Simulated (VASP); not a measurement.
A convergence study with VASP on K (bcc): a few settings are varied, all else stays as given below, so the limit is that of these other settings. The cell's lengths are 1 % over those of the tabulated start, so it is off equilibrium.

```yaml
crystal:
  lattice:
    - [-2.66640, 2.66640, 2.66640]
    - [2.66640, -2.66640, 2.66640]
    - [2.66640, 2.66640, -2.66640]
  atoms:
    - { symbol: K, position: [0.00000, 0.00000, 0.00000] }
```

Computed with PBE GGA, VASP's PBE PAW potentials (set 64) (plane waves; VASP). The last row used: 550 eV cut-off, 8×8×8 Γ-centred mesh, first-order Methfessel-Paxton smearing of 0.10 eV, potentials K_sv.

```tsv
setting	E (eV/atom)	pressure (GPa)	electronic steps
ALGO = Normal, EDIFF = 1E-2	-1.0393	-0.61	6
ALGO = Normal, EDIFF = 1E-3	-1.0393	-0.60	6
ALGO = Normal, EDIFF = 1E-4	-1.0398	-0.13	8
ALGO = Normal, EDIFF = 1E-5	-1.0398	-0.09	10
ALGO = Normal, EDIFF = 1E-6	-1.0398	-0.09	10
ALGO = Normal, EDIFF = 1E-7	-1.0398	-0.09	11
ALGO = Normal, EDIFF = 1E-8	-1.0398	-0.09	11
ALGO = Normal, EDIFF = 1E-9	-1.0398	-0.09	15
ALGO = Fast, EDIFF = 1E-2	-1.0393	-0.65	6
ALGO = Fast, EDIFF = 1E-3	-1.0393	-0.63	6
ALGO = Fast, EDIFF = 1E-4	-1.0398	-0.14	8
ALGO = Fast, EDIFF = 1E-5	-1.0398	-0.08	10
ALGO = Fast, EDIFF = 1E-6	-1.0398	-0.08	11
ALGO = Fast, EDIFF = 1E-7	-1.0398	-0.09	14
ALGO = Fast, EDIFF = 1E-8	-1.0398	-0.09	21
ALGO = Fast, EDIFF = 1E-9	-1.0398	-0.09	21
ALGO = All, EDIFF = 1E-2	-1.0387	-0.12	6
ALGO = All, EDIFF = 1E-3	-1.0387	-0.12	6
ALGO = All, EDIFF = 1E-4	-1.0398	-0.12	9
ALGO = All, EDIFF = 1E-5	-1.0398	-0.09	11
ALGO = All, EDIFF = 1E-6	-1.0398	-0.10	13
ALGO = All, EDIFF = 1E-7	-1.0398	-0.09	17
ALGO = All, EDIFF = 1E-8	-1.0398	-0.09	18
ALGO = All, EDIFF = 1E-9	-1.0398	-0.09	23
```

Left out are rungs that failed or repeat a setting and relaxations that didn't move; long series are thinned to 24 rows.

The compound is K in the bcc structure. The cell was not relaxed at this level.
